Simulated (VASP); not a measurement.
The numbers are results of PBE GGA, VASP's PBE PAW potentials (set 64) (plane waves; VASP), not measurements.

VASP input:

### KPOINTS
```
Automatic mesh
0
Gamma
5 5 4
0 0 0
```

### POSCAR
```
CaOs
1
    3.4652900000     0.0000000000     0.0000000000
    0.0000000000     3.4652900000     0.0000000000
    0.0000000000     0.0000000000     4.5420050000
Ca Os
1 1
Direct
  0.4902600000   0.5101010000   0.4950520000
  0.0097400000  -0.0101010000   0.0049480000
```

### INCAR
```
! general
SYSTEM   =  CaOs
PREC     =  Accurate
ENCUT    =  300   ! plane-wave cut-off (eV)
LREAL    =  F   ! projection in real space or not
LASPH    =  T   ! aspherical one-centre terms

! electronic loop
EDIFF    =  1E-6   ! SCF stop (eV)
NELM     =  100
ALGO     =  Normal   ! blocked Davidson
LMAXMIX  =  6   ! l cut-off of mixed one-centre charges

! smearing
ISMEAR   =  0   ! Gaussian
SIGMA    =  0.1   ! width (eV)

! functional
GGA      =  PE

! ions
ISIF     =  2   ! forces and stress, cell fixed

! output
LWAVE    =  F
LCHARG   =  F
```

POTCAR, in this order: Ca_sv Os (PBE.64 set). Program: vasp_std.

Output of the run:

### OSZICAR
```
       N       E                     dE             d eps       ncg     rms          rms(c)
DAV:   1     0.755856410212E+02    0.75586E+02   -0.69665E+03  1430   0.843E+02
DAV:   2    -0.504304929409E+01   -0.80629E+02   -0.78047E+02  1536   0.259E+02
DAV:   3    -0.111719459842E+02   -0.61289E+01   -0.59226E+01  2637   0.541E+01
DAV:   4    -0.112696242739E+02   -0.97678E-01   -0.97049E-01  1544   0.686E+00
DAV:   5    -0.112733609651E+02   -0.37367E-02   -0.37346E-02  2220   0.114E+00    0.689E+00
DAV:   6    -0.110129678342E+02    0.26039E+00   -0.12372E+01  2014   0.171E+01    0.498E+00
DAV:   7    -0.104673321343E+02    0.54564E+00   -0.20047E+00  1923   0.787E+00    0.204E+00
DAV:   8    -0.104522584115E+02    0.15074E-01   -0.22409E-01  2086   0.297E+00    0.738E-01
DAV:   9    -0.104460213552E+02    0.62371E-02   -0.53888E-02  1989   0.142E+00    0.241E-01
DAV:  10    -0.104451460972E+02    0.87526E-03   -0.28244E-03  1808   0.317E-01    0.755E-02
DAV:  11    -0.104452207429E+02   -0.74646E-04   -0.47685E-04  2118   0.131E-01    0.267E-02
DAV:  12    -0.104452246771E+02   -0.39342E-05   -0.41344E-05  1946   0.517E-02    0.627E-03
DAV:  13    -0.104452249148E+02   -0.23771E-06   -0.29654E-06  1573   0.138E-02
   1 F= -.10445225E+02 E0= -.10431202E+02  d E =-.280454E-01
```

**OUTCAR**
```
------------------------ aborting loop because EDIFF is reached ----------------------------------------
  FORCE on cell =-STRESS in cart. coord.  units (eV):
  Direction    XX          YY          ZZ          XY          YZ          ZX
  --------------------------------------------------------------------------------------
  Total       -5.6323301     -5.6331421     -3.8592597     -0.0146437     -0.0156019      0.0150544
  in kB     -165.4519556   -165.4758077   -113.3673022     -0.4301648     -0.4583116      0.4422301
  external PRESSURE =    -148.0983552 kB  Pullay stress =       0.0000000 kB
  volume of cell :       54.54
      direct lattice vectors                 reciprocal lattice vectors
     3.465290000  0.000000000  0.000000000     0.288576136  0.000000000  0.000000000
     0.000000000  3.465290000  0.000000000     0.000000000  0.288576136  0.000000000
     0.000000000  0.000000000  4.542005000     0.000000000  0.000000000  0.220167085
 POSITION                                       TOTAL-FORCE (eV/Angst)
 -----------------------------------------------------------------------------------
      1.69889      1.76765      2.24853         0.071398     -0.074003      0.048520
      0.03375      3.43029      0.02247        -0.071398      0.074003     -0.048520
 -----------------------------------------------------------------------------------
    total drift:                               -0.000344      0.000306     -0.000030
  FREE ENERGIE OF THE ION-ELECTRON SYSTEM (eV)
  ---------------------------------------------------
  free  energy   TOTEN  =       -10.4452249148 eV

  energy  without entropy=      -10.4171795091  energy(sigma->0) =      -10.43120221
```
(Selected blocks of OUTCAR.)

At this cut-off the stress carries a Pulay error, which pulls relaxed volumes low.

The structure was generated: CaOs was put into an ordered model structure, which need not be its known phase. The cell was not relaxed at this level, atoms are displaced from their ideal sites. The k-mesh is coarse (spacing up to 0.36 per Å, 2π included), so the numbers may not be converged in it.
